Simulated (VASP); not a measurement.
RbTl4Au: single point with LDA

RbTl4Au:

```
Tl Rb Au
1.0
    -0.11448    6.11049    0.06071
     1.43676   -3.01850    6.26767
     9.88612   -0.18931    0.02630
Tl Rb Au
8 2 2
Direct
  0.32617 0.04311 0.14114
  0.78082 0.96580 0.35448
  0.71083 0.96469 0.85585
  0.20419 0.03276 0.64680
  0.16571 0.36613 0.94135
  0.28993 0.61556 0.57056
  0.82655 0.63032 0.06949
  0.69155 0.37350 0.43418
  0.71853 0.49963 0.74522
  0.27611 0.51198 0.24440
  0.99633 0.01083 0.99807
  0.51773 0.01635 0.50346
```

The cell was built by a generator and needn't be a form met in nature.

| Item | Value |
| --- | --- |
| Program | VASP 6.6.1 |
| Task | single point |
| Functional | LDA |
| Potentials or basis | VASP PAW LDA potentials, release 64 (Tl_d, Rb_sv, Au) |
| Cutoff | 520 eV |
| k mesh | 3 × 3 × 2, shifted |
| Occupations | fermi-dirac, width 0.1 eV |
| Spin | no spin polarisation |
| Dipole correction | no |
| Further INCAR settings | ALGO = Fast; EDIFF = 1e-06; NBANDS = 84 |

```json
{
 "Pressure": "14.3 GPa",
 "Largest force": "13.336 eV/Å",
 "Band gap on the k mesh": "none (metal or under the smearing width)"
}
```

Forces in eV/Å, atoms in the order of the input:
```
Tl   3.255  4.430  0.373
Tl  -2.874  3.376 -0.582
Tl  -8.889 -9.797 -1.684
Tl   1.764 -2.553  0.095
Tl  -0.681 -0.373  9.715
Tl   0.275 -0.484 -2.469
Tl   0.676  0.442 -5.030
Tl  -0.978  0.294  8.411
Rb   0.190  0.167 -0.035
Rb   0.158 -0.096 -0.046
Au   5.414  5.186 -3.320
Au   1.691 -0.591 -5.429
```

Stress tensor (GPa, compression positive):
```
 8.63  5.13  0.37
 5.13 12.16  0.73
 0.37  0.73 22.08
```

Levels at points of the mesh, in eV from the Fermi level:
```tsv
k point	band 69	band 70	band 71	band 72	band 73	band 74	band 75	band 76
(0.00, 0.50, 0.00)	-1.13	-0.24	-0.13	0.00	0.63	0.73	0.85	1.11
(0.00, 0.50, 0.50)	-0.91	-0.83	0.12	0.19	0.48	0.62	0.71	0.82
```

Wall time 10 min on 1 thread of Intel(R) Xeon(R) Platinum 8488C (Sapphire Rapids) (shared host), peak memory 0.52 GiB.

Caveat: the k mesh is coarse (spacing up to 0.38 Å⁻¹), so the values aren't converged; forces of over 1 eV/Å show positions far from the minimum, so gaps and moduli don't describe the material at rest. Spin-orbit coupling is left out, which matters for the levels of Au, Tl.
